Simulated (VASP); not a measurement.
VASP runs on SnIr (space group P6_3/mmc) share one base input (LDA (Ceperley-Alder, Perdew-Zunger), plane waves, VASP's LDA PAW potentials (set 64)) and change the settings named in each case.

### KPOINTS
```
K-points
0
Gamma
  11 11 7
```

### POSCAR
```
SnIr
1
    3.9800000000     0.0000000000     0.0000000000
   -1.9900000000     3.4467810000     0.0000000000
    0.0000000000     0.0000000000     5.6300000000
Ir Sn
2 2
Direct
  0.0000000000   0.0000000000   0.0000000000
  0.0000000000   0.0000000000   0.5000000000
  0.3333330000   0.6666670000   0.2500000000
  0.6666670000   0.3333330000   0.7500000000
```

**INCAR**
```
SYSTEM=SnIr
PREC=Accurate; ENCUT=300; LREAL=.FALSE.
LASPH=.TRUE.
EDIFF=1E-6; NELM=100; ALGO=Normal
LMAXMIX=6
ISMEAR=0; SIGMA=0.136
ISIF=2
LWAVE=.FALSE.; LCHARG=.FALSE.
```

POTCAR, in this order: Ir Sn_d (LDA.64 set). Program: vasp_std.

```
change                                                                                                                                      E(σ→0) (eV/atom)  pressure (GPa)  −TS (eV)
------------------------------------------------------------------------------------------------------------------------------------------  ----------------  --------------  --------
base run                                                                                                                                             -7.6430           -4.62   -0.0148
GGA = PS, POTCAR Ir Sn_d (PBE.64 set)                                                                                                                -7.2590           -1.60   -0.0148
GGA_COMPAT = .FALSE., LNONCOLLINEAR = .TRUE., LSORBIT = .TRUE., MAGMOM = 0.0 0.0 0.0 0.0 0.0 0.0 0.0 0.0 0.0 0.0 0.0 0.0, program vasp_ncl           -7.8519           -4.30   -0.0164
KPOINTS 5×5×3 Γ-centred mesh                                                                                                                         -7.6192           -4.31   -0.0341
```
 Energies of different potentials or functionals have different zeros.  Unless said otherwise, spin-orbit coupling is left out, though it shifts the bands of the heavy elements here. At 300 eV the pressure can carry a Pulay error.

Left out are runs that ran out of time, are held back, or changed the cell or the kind of run, fixed moments of cells without a moment, rows past the twelfth, gaps on odd meshes, pressures of charged cells and columns that move by less than the noise.

The structure comes from a measured SnIr entry of the Crystallography Open Database, whose conditions weren't checked. The cell was not relaxed at this level.
